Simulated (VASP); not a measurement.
Crystal: GaN.

```xyz
4
Lattice="3.1800 0.0000 0.0000 -1.5900 2.7540 0.0000 0.0000 0.0000 5.1660" Properties=species:S:1:pos:R:3 pbc="T T T"
Ga    0.0000    1.8360    0.0000
Ga    1.5900    0.9180    2.5830
N     0.0000    1.8360    1.9373
N     1.5900    0.9180    4.5203
```

```yaml
Program: VASP 6.6.1
Task: relaxation of cell and atoms
Functional: PBE
Potentials_or_basis: VASP PAW PBE potentials, release 64 (Ga_d, N)
Cutoff: 520 eV
k_mesh: 12 × 12 × 6
Occupations: gaussian, width 0.02 eV
Spin: no spin polarisation
```

At the start: pressure 7.4 GPa; volume 11.31 Å³/atom.

**Question.** Where does the relaxation end?

**Answer.** Over 8 steps the energy falls by 10.4 meV/atom and the volume is 11.76 Å³/atom (+4.0 %); space group P6_3mc (No. 186, to 0.05 Å).

Step by step:
```tsv
step	energy change (eV)	largest force (eV/Å)	pressure (GPa)	volume (Å³)
1	0.0000	0.1346	7.41	45.24
2	-0.0099	0.0607	-5.62	48.75
3	-0.0416	0.0129	-0.02	47.06
4	-0.0416	0.0150	0.13	47.02
5	-0.0416	0.0072	0.13	47.02
6	-0.0416	0.0005	0.13	47.02
7	-0.0416	0.0001	-0.12	47.08
8	-0.0416	0.0002	0.01	47.05
```

Final structure:
```
CELL_PARAMETERS angstrom
3.21872 0.00000 0.00000
-1.60936 2.78749 0.00000
0.00000 0.00000 5.24428
ATOMIC_POSITIONS crystal
Ga 0.33333 0.66667 0.99914
Ga 0.66667 0.33333 0.49914
N 0.33333 0.66667 0.37586
N 0.66667 0.33333 0.87586
```
